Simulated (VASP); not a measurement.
Given:

```
ZnS
1.0
    0.00000     2.50654     2.50654
    2.50654     0.00000     2.50654
    2.50654     2.50654     0.00000
Zn S
1 1
Direct
  0.00000   0.00000   0.00000
  0.25000   0.25000   0.25000
```

These are PBE GGA, VASP's PBE PAW potentials (set 64) (plane waves; VASP) values and carry that method's errors. Run with 480 eV cut-off, 8×8×8 Γ-centred mesh, Gaussian smearing of 0.050 eV, potentials Zn S.

**Question.** Estimate the energy per atom (σ→0), pressure, band gap (on the k-mesh) with the smallest direct gap where there is one.

**Answer.** 
```
Property                                     Result
-----------------------------------  --------------
band gap (on the k-mesh)                    2.80 eV
smallest direct gap (on the k-mesh)         3.16 eV
energy per atom (σ→0)                -3.092 eV/atom
pressure                                 299.8 kbar
```

Only differences to runs with the same potentials and settings are physical.

The compound is ZnS in the zinc blende structure. It was relaxed first under an external pressure of 30 GPa.
